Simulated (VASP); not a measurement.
An input for Ansatz (written as the equivalent of a VASP run, and not itself run):

Ansatz 0.2 input:
```yaml
crystal:
  lattice:
    - [0.0000000, 3.4450000, 3.4450000]
    - [3.4450000, 0.0000000, 3.4450000]
    - [3.4450000, 3.4450000, 0.0000000]
  atoms:
    - { symbol: Rb, position: [0.0000000, 0.0000000, 0.0000000] }
    - { symbol: Br, position: [0.5000000, 0.5000000, 0.5000000] }
kpoints:
  mp_grid: { grid: [6, 6, 6] }
hamiltonian:
  xc: r2scan
  dispersion: rvv10
  pseudopotentials: { kind: paw }
scf:
  occupations: { method: gaussian, width: 0.05 }
  max_iter: 100
relax:
  max_steps: 60
  f_tol: 0.01
  cell: {}
output: { forces: true, stress: true, eigenvalues: true }
```

**Question.** Write the VASP files for the same calculation (r2SCAN+rVV10).

**Answer.** This is not unique; one that fits is 
File POSCAR:
```
RbBr
1.0
  0.0000000000   3.4450000000   3.4450000000
  3.4450000000   0.0000000000   3.4450000000
  3.4450000000   3.4450000000   0.0000000000
Rb Br
1 1
Cart
  0.0000000000   0.0000000000   0.0000000000
  3.4450000000   3.4450000000   3.4450000000
```

INCAR:
```
SYSTEM = RbBr
PREC = Accurate
ENCUT = 520
EDIFF = 1E-6
NELM = 100
ALGO = Normal
LREAL = .FALSE.
LASPH = .TRUE.
ISMEAR = 0
SIGMA = 0.05
METAGGA = R2SCAN
LUSE_VDW = .TRUE.
BPARAM = 11.95
CPARAM = 0.0093
LMIXTAU = .TRUE.
LMAXMIX = 4
LWAVE = .FALSE.
LCHARG = .FALSE.
IBRION = 2
ISIF = 3
NSW = 60
EDIFFG = -0.01
```

### KPOINTS
```
Automatic mesh
0
Gamma
6 6 6
0 0 0
```

POTCAR, in this order: Rb_sv Br (PBE.64 set). Program: vasp_std.

What does not carry over: each code has its own PAW files, so the cut-off isn't converted (ENCUT is set for VASP's; basis.ecutwfc is left out, and Ansatz then takes the one that its files recommend); Ansatz stops its SCF on the density residual and VASP on the energy change (EDIFF).

The compound is RbBr in the rock salt structure. This run relaxes it. Symmetry was kept, so distortions that lower it aren't found.
